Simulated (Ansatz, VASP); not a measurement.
**Cross-check of K2Si2O5 between VASP and Ansatz**

Wanted: the spread between two codes on one cell, functional and k mesh. Of the first pair: The structure shown is frame 290 of Ansatz's trajectory.

Program: Ansatz 0.2.0. Level of theory: plane waves, with VASP 6.6.1 beside it; single point at PBE. Results are calculated unless marked as measured.

### Step 1. The starting structure

The cell holds 108 atoms: 24 K, 60 O and 24 Si. Cell: a = 12.519 Å, b = 12.519 Å, c = 12.519 Å, α = 90.0°, β = 90.0°, γ = 90.0°. As first built, before any earlier steps moved the atoms (in the runner's words): 108 atoms (24 K, 60 O, 24 Si) packed at random in a cube at 2.18 g/cm^3 and pushed apart as soft spheres, cations and anions kept from their own kind; a start for melting by ab initio MD, not an equilibrated structure.

### Step 2. Ansatz: dynamics, PBE

Ansatz runs on its default PAW (the set named soft_2) files.

One frame of this run of dynamics is then solved in both programs, so the motion causes no difference.

input.yaml reads:

```yaml
crystal:
  lattice:
    - [12.5191, 0.0, 0.0]
    - [0.0, 12.5191, 0.0]
    - [0.0, 0.0, 12.5191]
  atoms:
    - { symbol: K, position: [0.08692, 0.29528, 0.77193] }
    - { symbol: K, position: [0.00579, 0.08857, 0.86584] }
    - { symbol: K, position: [0.91203, 0.11475, 0.19575] }
    - { symbol: K, position: [0.37661, 0.34272, 0.03773] }
    - { symbol: K, position: [0.2033, 0.30371, 0.44308] }
    - { symbol: K, position: [0.21788, 0.4738, 0.91419] }
    - { symbol: K, position: [0.23421, 0.07713, 0.92066] }
    - { symbol: K, position: [0.88498, 0.37947, 0.43724] }
    - { symbol: K, position: [0.55435, 0.81907, 0.23801] }
    - { symbol: K, position: [0.67124, 0.1455, 0.25743] }
    - { symbol: K, position: [0.28306, 0.91771, 0.28781] }
    - { symbol: K, position: [0.59266, 0.84857, 0.52247] }
    - { symbol: K, position: [0.56614, 0.02359, 0.02899] }
    - { symbol: K, position: [0.77037, 0.90244, 0.67891] }
    - { symbol: K, position: [0.49372, 0.80052, 0.01154] }
    - { symbol: K, position: [0.78053, 0.11607, 0.00077] }
    - { symbol: K, position: [0.75914, 0.6827, 0.53173] }
    - { symbol: K, position: [0.79671, 0.1303, 0.76657] }
    - { symbol: K, position: [0.6902, 0.60048, 0.24316] }
    - { symbol: K, position: [0.25983, 0.68099, 0.43081] }
    - { symbol: K, position: [0.36817, 0.3433, 0.63296] }
    - { symbol: K, position: [0.36363, 0.09323, 0.1536] }
    - { symbol: K, position: [0.08252, 0.26216, 0.00473] }
    - { symbol: K, position: [0.26685, 0.74818, 0.04477] }
    - { symbol: O, position: [0.0091, 0.65151, 0.06018] }
    - { symbol: O, position: [0.90747, 0.29993, 0.88803] }
    - { symbol: O, position: [0.41351, 0.20249, 0.40868] }
    - { symbol: O, position: [0.32274, 0.79885, 0.68331] }
    - { symbol: O, position: [0.75334, 0.44276, 0.07582] }
    - { symbol: O, position: [0.59956, 0.31467, 0.57819] }
[... 72 atom lines left out ...]
    - { symbol: Si, position: [0.86145, 0.97247, 0.37605] }
    - { symbol: Si, position: [0.15364, 0.51189, 0.55509] }
    - { symbol: Si, position: [0.48366, 0.67516, 0.8128] }
    - { symbol: Si, position: [0.05276, 0.13062, 0.49511] }
    - { symbol: Si, position: [0.76871, 0.31463, 0.12626] }
    - { symbol: Si, position: [0.05354, 0.75828, 0.14362] }
kpoints:
  mp_grid: { grid: [1, 1, 1] }
hamiltonian:
  xc: pbe
scf:
  occupations: { method: fermi_dirac, width: 0.259 }
output:
  forces: true
md:
  timestep: 1.5
  n_steps: 580
  ensemble: nvt_langevin
  temperature: 3000
  initial_velocities: maxwell_boltzmann
  seed: 2544
```

Run with:

```bash
$ ansatz run input.yaml --threads 32 --pin off --max-ram 143360MiB --backend cuda --events-out ev --progress --plain --runs-dir out
```

Numbers of over 12 decimals in the logs are rounded to 6 here.

Log:

```text
Warning: md: disabling space-group detection — thermal motion breaks the input geometry's symmetry, so no spatial operation reduces the k-mesh or symmetrises the density; time reversal is kept, so that k and −k are solved as one point where they differ and the mesh holds both, and exact exchange and, on two spinor components, a DFT+U term hold to it where the run has them: on two components no moment then forms, and  [...]
band count auto-derived: 477 (N_el = 672.0; filled up to band 336; 444 by the electrons, moments and atoms)
Engine: ansatz 0.2.0, aarch64-unknown-linux-gnu
Pseudopotentials: kind: paw
Pseudopotential: K, paw, valence charge 9, recommended cutoff 420 eV (normal), K.paw.azcp
Pseudopotential: O, paw, valence charge 6, recommended cutoff 420 eV (normal), O.paw.azcp
Pseudopotential: Si, paw, valence charge 4, recommended cutoff 420 eV (normal), Si.paw.azcp
Functional definition: PBE
  parameter kappa = 0.804
  parameter beta = 0.066725
  exchange = pbe_x(kappa = kappa, mu = beta*pi^2/3)
  correlation = pbe_c(beta = beta)
[...]
Crystal: 108 atoms, lattice volume = 1962.092 Å³
Basis set: ecut = 420 eV, 38401 PW (Γ), exchange–correlation on 180×180×180 points (8 copies of the dense FFT grid, shifted against one another)
Bands: 477, of which v1, the nominal top of the filled ones, is band 336 counted from 1 (335 counted from 0)
Symmetry: 1 space group operations
k-points: 1
Non-local potential: K, projectors of the file, l = 0: 3, l = 1: 2, l = 2: 2
Non-local potential: O, projectors of the file, l = 0: 2, l = 1: 2, l = 2: 1
Non-local potential: Si, projectors of the file, l = 0: 2, l = 1: 2, l = 2: 2
PAW form: soft (Blöchl's): semilocal exchange-correlation on the pseudo side does not see the compensation charge
PAW one-centre angular grid: K, 110 points (default); XC on 64 Gauss nodes
PAW one-centre angular grid: O, 110 points (default); XC on 64 Gauss nodes
PAW one-centre angular grid: Si, 110 points (default); XC on 64 Gauss nodes
Initial density: superposition of atomic densities (neutral atoms: chi_scale 0, normalization atom), corrected by the library's trained network
Initial wavefunctions: pseudopotential atomic-orbital guess
[...]
Functional: x = pbe(κ = 0.804, μ = 0.219515), c = pbe(β = 0.066725)
SCF iter   1: F=—  HF=-86110.885666 eV  |F-HF|=—  |Δ(HF+E_count)|=         —  Δρ=1.65e-2  dr2=9.50e0  ethr=1.77e-3  ⟨swp⟩=9.0  Hψ=2443  notcnv=0
preconditioner: auto → LDOS  [metal: Δε(μ)=0.016 eV  Ē_g=12.182 eV  σ=0.259 eV  W_gap=0.02  n_scr=388 (ndim 8)  ℏωp=20.9 eV  f_vac=0.067  D(μ)=74.15/eV (n_scr^D=618)  β→1.0]
SCF iter   2: F=—  HF=-86110.431386 eV  |F-HF|=—  |Δ(HF+E_count)|=   4.54e-1  Δρ=6.59e-3  dr2=6.01e-1  ethr=1.41e-3  ⟨swp⟩=1.0  Hψ=549  notcnv=0
[...]
SCF iter  10: F=-86110.409749 eV  HF=-86110.409749 eV  |F-HF|=2.78e-8  |Δ(HF+E_count)|=   3.74e-8  Δρ=1.36e-6  dr2=4.84e-8  ethr=1.49e-11  ⟨swp⟩=4.0  Hψ=1180  notcnv=0
SCF 1 converged in 10 iterations: F = -86110.409749 eV  dr2 = 4.84e-8
  greatest PAW one-centre occupation: 0.988 electrons in one spin orbital (limit 2), on the K atom at site 2 (counted from 0), in its partial waves of l = 0
md step     0: t =     0.00 fs  T =  2972.2 K  F+E_penalty+E_count = -86110.40974907 eV  E_kin = 41.492460 eV  (10 SCF iters)
[... from here on, the SCF cycles and remarks between the steps are left out ...]
md step    30: t =    45.00 fs  T =  5757.7 K  F+E_penalty+E_count = -86163.95551300 eV  E_kin = 80.378297 eV  (13 SCF iters)
md step    66: t =    99.00 fs  T =  5001.1 K  F+E_penalty+E_count = -86181.73816148 eV  E_kin = 69.816439 eV  (11 SCF iters)
md step   102: t =   153.00 fs  T =  4726.0 K  F+E_penalty+E_count = -86206.66856990 eV  E_kin = 65.975509 eV  (9 SCF iters)
md step   138: t =   207.00 fs  T =  4363.6 K  F+E_penalty+E_count = -86217.66964957 eV  E_kin = 60.916631 eV  (12 SCF iters)
md step   174: t =   261.00 fs  T =  3822.9 K  F+E_penalty+E_count = -86228.96502798 eV  E_kin = 53.367344 eV  (9 SCF iters)
md step   210: t =   315.00 fs  T =  3442.6 K  F+E_penalty+E_count = -86233.51671414 eV  E_kin = 48.058567 eV  (13 SCF iters)
md step   246: t =   369.00 fs  T =  3363.7 K  F+E_penalty+E_count = -86239.55348352 eV  E_kin = 46.958134 eV  (10 SCF iters)
md step   282: t =   423.00 fs  T =  2961.7 K  F+E_penalty+E_count = -86241.96618238 eV  E_kin = 41.345176 eV  (9 SCF iters)
md step   318: t =   477.00 fs  T =  3064.7 K  F+E_penalty+E_count = -86248.31621093 eV  E_kin = 42.783369 eV  (9 SCF iters)
md step   354: t =   531.00 fs  T =  3409.8 K  F+E_penalty+E_count = -86250.19014779 eV  E_kin = 47.600454 eV  (9 SCF iters)
md step   390: t =   585.00 fs  T =  3424.4 K  F+E_penalty+E_count = -86261.63421681 eV  E_kin = 47.804230 eV  (13 SCF iters)
md step   426: t =   639.00 fs  T =  3011.8 K  F+E_penalty+E_count = -86257.04134947 eV  E_kin = 42.044840 eV  (10 SCF iters)
md step   450: t =   675.00 fs  T =  3749.7 K  F+E_penalty+E_count = -86265.79245954 eV  E_kin = 52.346105 eV  (13 SCF iters)
md step   456: t =   684.00 fs  T =  3139.3 K  F+E_penalty+E_count = -86256.45838598 eV  E_kin = 43.824417 eV  (9 SCF iters)
md step   462: t =   693.00 fs  T =  2993.0 K  F+E_penalty+E_count = -86255.85703979 eV  E_kin = 41.782542 eV  (10 SCF iters)
md step   468: t =   702.00 fs  T =  3031.3 K  F+E_penalty+E_count = -86256.29425052 eV  E_kin = 42.316851 eV  (10 SCF iters)
md step   474: t =   711.00 fs  T =  3204.0 K  F+E_penalty+E_count = -86260.02022545 eV  E_kin = 44.728645 eV  (8 SCF iters)
md step   480: t =   720.00 fs  T =  2966.2 K  F+E_penalty+E_count = -86261.15162326 eV  E_kin = 41.408324 eV  (11 SCF iters)
md step   486: t =   729.00 fs  T =  2985.2 K  F+E_penalty+E_count = -86261.16821771 eV  E_kin = 41.674120 eV  (8 SCF iters)
md step   492: t =   738.00 fs  T =  3019.9 K  F+E_penalty+E_count = -86262.06721937 eV  E_kin = 42.157918 eV  (9 SCF iters)
md step   498: t =   747.00 fs  T =  2878.8 K  F+E_penalty+E_count = -86259.92633942 eV  E_kin = 40.187684 eV  (9 SCF iters)
md step   504: t =   756.00 fs  T =  2648.5 K  F+E_penalty+E_count = -86257.05283618 eV  E_kin = 36.973427 eV  (11 SCF iters)
md step   510: t =   765.00 fs  T =  2955.7 K  F+E_penalty+E_count = -86260.04682690 eV  E_kin = 41.262064 eV  (13 SCF iters)
[...]
md step   546: t =   819.00 fs  T =  2723.0 K  F+E_penalty+E_count = -86260.75351888 eV  E_kin = 38.012605 eV  (9 SCF iters)
md step   552: t =   828.00 fs  T =  2931.1 K  F+E_penalty+E_count = -86265.87914550 eV  E_kin = 40.918278 eV  (9 SCF iters)
md step   558: t =   837.00 fs  T =  2988.0 K  F+E_penalty+E_count = -86265.86121895 eV  E_kin = 41.712425 eV  (9 SCF iters)
md step   564: t =   846.00 fs  T =  3157.6 K  F+E_penalty+E_count = -86265.90055519 eV  E_kin = 44.080059 eV  (9 SCF iters)
md step   570: t =   855.00 fs  T =  2813.1 K  F+E_penalty+E_count = -86260.49246040 eV  E_kin = 39.271619 eV  (13 SCF iters)
md step   576: t =   864.00 fs  T =  2680.5 K  F+E_penalty+E_count = -86257.83496373 eV  E_kin = 37.419564 eV  (10 SCF iters)
md step   579: t =   868.50 fs  T =  2810.9 K  F+E_penalty+E_count = -86257.88044366 eV  E_kin = 39.241077 eV  (9 SCF iters)
md step   580: t =   870.00 fs  T =  2808.9 K  F+E_penalty+E_count = -86258.44849332 eV  E_kin = 39.211943 eV  (11 SCF iters)
SCF converged after 11 iterations
Free energy (F): -86258.448493 eV
Harris-Foulkes:  -86258.448493 eV  (|F-HF|=4.66e-9)
Internal energy: -86255.640915 eV  (E = F + TS)
E sigma→0 (E₀):  -86257.044704 eV
Entropy (-TS):   -2.807578 eV (-25.996 meV/atom)
Fermi energy:    3.888743 eV
--- Per-component energies (eV) ---
  E_band       = -4462.849724
  E_kinetic    = 17738.957723
  E_local      = -49805.520514  (includes V_loc(G=0)·N_el)
  E_nonlocal   = 3765.227622
  E_hartree    = 18760.067728
  E_xc         = -9036.862331
  E_vxc        = -10781.643865  (∫ρ·V_xc dr)
  E_paw        = -40558.389527  (= ΣΔE_a)
  E_vpaw       = -2900.152309  (= ΣTr[D̂ρ^β])
  E_aug_tail   = 0.146688  (compensation charges beyond the density's cutoff)
  E_ewald      = -27119.268305
  E_smearing   = -2.807578  (= −TS)
  E_closure    = -0.000000  (closes the sum)
  Σ components = -86258.448493   (vs F -86258.448493, Δ=0.00e0)
--- Forces (eV/Å), atoms counted from 1 ---
[... 108 lines of forces left out ...]
  max |Σ_I F_I| component: 1.32e-4 eV/Å
--- MD trajectory: 580 steps, t = 0.0 → 870.0 fs ---
  final state: T = 2808.9 K   F+E_penalty+E_count = -86258.44849332 eV   E_kin = 39.211943 eV
```

### Step 3. VASP: single point, PBE, pair 1

The same cell, functional, mesh and smearing now go to VASP, with its own data sets.

Lines of VASP's logs that name or quote its potential files are left out, and so is its time.

INCAR reads:

```
SYSTEM = K2Si2O5
PREC = Accurate
ENCUT = 520
EDIFF = 1E-06
NELM = 120
ISMEAR = -1
SIGMA = 0.259
LREAL = Auto
ALGO = Normal
GGA = PE
NBANDS = 416
LORBIT = 11
LWAVE = .FALSE.
LCHARG = .FALSE.
ISIF = 2
LASPH = .TRUE.
GGA_COMPAT = .FALSE.
NCORE = 2
```

POSCAR reads:

```
K2Si2O5
1.0
   12.5191000000      0.0000000000      0.0000000000
    0.0000000000     12.5191000000      0.0000000000
    0.0000000000      0.0000000000     12.5191000000
K O Si
24 60 24
Direct
    0.0142981524      0.3183136168      0.7288862618
    0.9430470241      0.0964925594      0.9090110311
    0.8558921967      0.0184518056      0.1147047312
    0.3421971228      0.2683899002      0.0719700298
    0.2914746268      0.4035433857      0.4410860206
    0.3327715251      0.6597119601      0.8598860940
    0.1911479260      0.9547092043      0.8603653617
    0.8807342381      0.5185676287      0.6188144515
    0.6231278606      0.7457405085      0.2151911879
    0.7520508663      0.1128675384      0.2957880359
    0.3587318577      0.1058302913      0.4624933102
    0.5866236391      0.7304039428      0.4769512185
    0.5454864966      0.0997675552      0.9235568052
    0.7204191995      0.9965572605      0.5184078728
    0.4101732553      0.8427123356      0.0809163598
    0.8796958248      0.2893978002      0.1357126311
    0.7459801423      0.7030856851      0.7393502728
    0.8277751596      0.1050394996      0.7165051801
    0.8202666326      0.4097738655      0.3921208394
    0.4565823422      0.5634590346      0.3108849678
    0.3947568116      0.2829276865      0.7407081979
    0.4437219928      0.0853096469      0.1896302450
    0.1121486369      0.3171953255      0.0012780471
    0.1881125640      0.6482894138      0.0704523488
    0.9874591624      0.6837552220      0.0602279717
    0.0921711625      0.4518695433      0.8683531564
    0.5565096532      0.1701400260      0.4255098210
    0.2619197866      0.7259307778      0.6547595274
    0.8427123356      0.5107395899      0.0671773530
    0.4552244171      0.3640038022      0.3420373669
[... 72 atom lines left out ...]
    0.9792237461      0.7577222005      0.4305421316
    0.1997747442      0.5835083992      0.6754479156
    0.5789553562      0.7125911607      0.9149219992
    0.1790863560      0.1059181571      0.5787956003
    0.6097083656      0.3358068871      0.1321980015
    0.2348411627      0.7541276929      0.2913947488
```

KPOINTS reads:

```
Automatic mesh
0
Gamma
1 1 1
0 0 0
```

The projector-augmented-wave data sets are K_sv, O and Si (PBE family, release 64).

Run with:

```bash
$ mpirun -np 8 vasp_gam
```

Log:

```text
[banner, memory and clock lines left out]
running    8 mpi-ranks, on    1 nodes
[...]
LDA part: xc-table for (Slater+PW92), standard interpolation
 POSCAR, INCAR and KPOINTS ok, starting setup
[...]
entering main loop
       N       E                     dE             d eps       ncg     rms          rms(c)
DAV:   1     0.728290668034E+04    0.72829E+04   -0.37738E+05   832   0.157E+03
DAV:   2     0.824197992136E+01   -0.72747E+04   -0.70131E+04  1024   0.438E+02
DAV:   3    -0.735859040816E+03   -0.74410E+03   -0.73772E+03  1032   0.141E+02
DAV:   4    -0.764594306573E+03   -0.28735E+02   -0.28609E+02  1040   0.276E+01
[...]
DAV:  26    -0.635323069524E+03    0.20503E-04   -0.63886E-05  1008   0.696E-03    0.671E-03
DAV:  27    -0.635323071096E+03   -0.15720E-05   -0.56860E-06   672   0.325E-03    0.110E-02
DAV:  28    -0.635323070154E+03    0.94172E-06   -0.65919E-06   664   0.244E-03
   1 F= -.63532307E+03 E0= -.63403307E+03  d E =-.258001E+01
```

Parts of OUTCAR (step 3):

```text
  Total       48.7779928     50.8100492     47.8318051     11.9147892     25.6448789     10.8676424
  in kB       39.8304472     41.4897552     39.0578225      9.7292109     20.9407345      8.8741465
  external PRESSURE =      40.1260083 kB  Pullay stress =       0.0000000 kB

 POSITION                                       TOTAL-FORCE (eV/Angst)
 -----------------------------------------------------------------------------------
      0.17900      3.98500      9.12500         0.670564     -1.282923     -1.994087
     11.80610      1.20800     11.38000        -0.273321     -0.055807     -1.277334
     10.71500      0.23100      1.43600         0.182313      2.260244      0.492594
      4.28400      3.36000      0.90100        -0.346829      1.140034      0.302821
      3.64900      5.05200      5.52200        -0.825835      0.175213      1.001665
      4.16600      8.25900     10.76500        -0.119648     -0.118119     -0.010601
      2.39300     11.95210     10.77100         0.376819     -0.487986     -1.694402
     11.02600      6.49200      7.74700         1.417176     -0.015462     -0.268136
      7.80100      9.33600      2.69400         0.234768     -0.297532     -0.182217
      9.41500      1.41300      3.70300        -0.497632      1.748583      1.060653
[...]
1.42700      8.09700      9.61900         1.354458      1.283336     -1.518516
      4.12300      6.87000      8.73400        -1.913568     -0.148109      0.505031
      8.28700      9.80400     12.07600         4.352531      4.924471      2.496514
[...]
-----------------------------------------------------------------------------------
    total drift:                               -0.015610      0.003926      0.006069

  FREE ENERGIE OF THE ION-ELECTRON SYSTEM (eV)
  ---------------------------------------------------
  free  energy   TOTEN  =      -635.3230701541 eV

  energy  without entropy=     -632.7430634024  energy(sigma->0) =     -634.03306678

[... 3 further parts left out ...]
[key lines of the parts left out:]
E-fermi :   1.7226
```

The run ends at a pressure of 4.01 GPa, with forces up to 9.6 eV/Å.

### Step 4. Differences

Known differences besides the potentials themselves: the cutoff is 420 eV in Ansatz and 520 eV in VASP (PREC = Accurate, projectors in real space). Total energies have different zeros and are not compared.

Forces on 10 of the 108 atoms, those with the largest forces and the largest differences (eV/Å; atoms numbered as in POSCAR):

```csv
atom,"Ansatz x, y, z","VASP x, y, z"
O38,"-3.497, -7.500, -0.323","-3.549, -7.584, -0.360"
O45,"5.600, -1.035, 7.710","5.623, -1.022, 7.759"
O48,"-1.383, 1.091, -2.096","-1.435, 1.216, -2.194"
O53,"-6.605, 4.126, -0.291","-6.657, 4.185, -0.261"
O56,"4.336, 4.892, 2.494","4.353, 4.924, 2.497"
O57,"-1.500, 6.862, 5.613","-1.513, 6.913, 5.600"
O68,"-1.341, 0.235, 0.095","-1.194, 0.289, 0.050"
O78,"1.409, -1.442, 0.507","1.343, -1.633, 0.588"
Si89,"4.325, -3.190, 4.534","4.317, -3.290, 4.622"
Si99,"-0.718, -4.959, -5.386","-0.678, -4.931, -5.416"
```

The forces differ by 49 meV/Å r.m.s., which is 2.4 % of the r.m.s. force of 2.066 eV/Å (both taken over all components).

### Step 5. Ansatz: dynamics, PBE

One frame of this run of dynamics is then solved in both programs, so the motion causes no difference.

The structure compared here is frame 483 of Ansatz's trajectory.

input.yaml is that of step 2.

Run with:

```bash
$ ansatz run input.yaml --threads 32 --pin off --max-ram 143360MiB --backend cuda --events-out ev --progress --plain --runs-dir out
```

Log:

```text
[...]
Crystal: 108 atoms, lattice volume = 1962.092 Å³
Basis set: ecut = 420 eV, 38401 PW (Γ), exchange–correlation on 180×180×180 points (8 copies of the dense FFT grid, shifted against one another)
Bands: 477, of which v1, the nominal top of the filled ones, is band 336 counted from 1 (335 counted from 0)
Symmetry: 1 space group operations
k-points: 1
[...]
SCF converged after 11 iterations
Free energy (F): -86258.448493 eV
[...]
Internal energy: -86255.640915 eV  (E = F + TS)
E sigma→0 (E₀):  -86257.044704 eV
Entropy (-TS):   -2.807578 eV (-25.996 meV/atom)
Fermi energy:    3.888743 eV
[...]
--- Forces (eV/Å), atoms counted from 1 ---
[... 108 lines of forces left out ...]
  max |Σ_I F_I| component: 1.32e-4 eV/Å
--- MD trajectory: 580 steps, t = 0.0 → 870.0 fs ---
[...]
```

(Part 1 of 2 ends here.)

[Lines on the potential files, build, host, timing and source positions are cut from VASP's logs without a mark.]

[Logs are printed without paths, hosts, clocks, repeated set-up lines and the standing remarks that a program may print on its own settings, such as how far it seeks lower states.]

[Hosts, paths, dates, database ids (printed as entryN), source tags and the programs' standing remarks are cut or masked in the printed files.]
